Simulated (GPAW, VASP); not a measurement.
VASP ran on this input.

File KPOINTS:
```
Automatic
0
gamma
  9 9 9
```

INCAR:
```
# general
SYSTEM =RbCl
PREC   =Accurate
ENCUT  =300
LREAL  =F
LASPH  =T

# electronic loop
EDIFF  =1E-6
NELM   =100
ALGO   =Normal
LMAXMIX=4

# smearing
ISMEAR =-1
SIGMA  =0.05

# functional
GGA    =PE

# ions
ISIF   =2

# output
LWAVE  =F
LCHARG =F
```

**POSCAR**
```
RbCl
1
    0.0000000000     3.2900000000     3.2900000000
    3.2900000000     0.0000000000     3.2900000000
    3.2900000000     3.2900000000     0.0000000000
Rb Cl
1 1
Direct
  0.0000000000   0.0000000000   0.0000000000
  0.5000000000   0.5000000000   0.5000000000
```

POTCAR, in this order: Rb_sv Cl (PBE.64 set). Program: vasp_std.

Task: Translate it to GPAW.

Result: One input that does it (PBE, GPAW PAW datasets PBE (gpaw-data 1.0.1)):
```
from ase import Atoms
from ase.units import GPa
from gpaw import GPAW

atoms = Atoms(['Rb', 'Cl'],
              cell=[[0.000000, 3.290000, 3.290000],
                    [3.290000, 0.000000, 3.290000],
                    [3.290000, 3.290000, 0.000000]],
              positions=[[0.000000, 0.000000, 0.000000],
                         [3.290000, 3.290000, 3.290000]],
              pbc=True)

calc = GPAW(mode={'name': 'pw', 'ecut': 600},
            xc='PBE',
            kpts=(9, 9, 9),
            occupations={'name': 'fermi-dirac', 'width': 0.05},
            nbands=-8,
            convergence={'density': 1e-05, 'bands': -6},
            symmetry={'symmorphic': False, 'tolerance': 0.0005},
            maxiter=120,
            txt='-')

atoms.calc = calc

energy = atoms.get_potential_energy()
print('Energy (eV):', round(energy, 6))
forces = atoms.get_forces()
print('Forces (eV/Ang):')
print(forces.round(5))
stress = atoms.get_stress()
print('Stress (GPa, Voigt):', (stress / GPa).round(4))
```
The two runs describe the same crystal, functional and task. Each code takes its own potentials, basis and convergence tests.

The structure is a typed RbCl crystal (Fm-3m). The cell was not relaxed at this level, and it may have been scaled.
